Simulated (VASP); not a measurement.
Given:

```xyz
2
Lattice="3.1916 0.0000 0.0000 0.0000 3.1916 0.0000 0.0000 0.0000 3.1916" Properties=species:S:1:pos:R:3 pbc="T T T"
Zn     1.5958     1.5958     1.5958
Au     0.0000     0.0000     0.0000
```

Computed with PW91 GGA, VASP's PBE PAW potentials (set 64) (plane waves; VASP 6.6.1). Numerical set-up: 520 eV cut-off, 13×13×13 Γ-centred mesh, tetrahedra with Blöchl corrections, potentials Zn Au.

Unless said otherwise, spin-orbit coupling is left out, though it shifts the bands of the heavy elements here.

Problem. What does the run give for the energy per atom (σ→0), band gap (on the k-mesh) with the smallest direct gap where there is one?

Solution. 
```
Item                                                         Value
------------------------  ----------------------------------------
band gap (on the k-mesh)  none (metal, semimetal or under 0.01 eV)
energy per atom (σ→0)                               -2.387 eV/atom
```

The absolute energy has meaning only against runs of the same code, potentials and settings.

The compound is AuZn in the CsCl type structure. It was relaxed first. The electron count is odd and the run is not spin-polarised, which forces a metal.
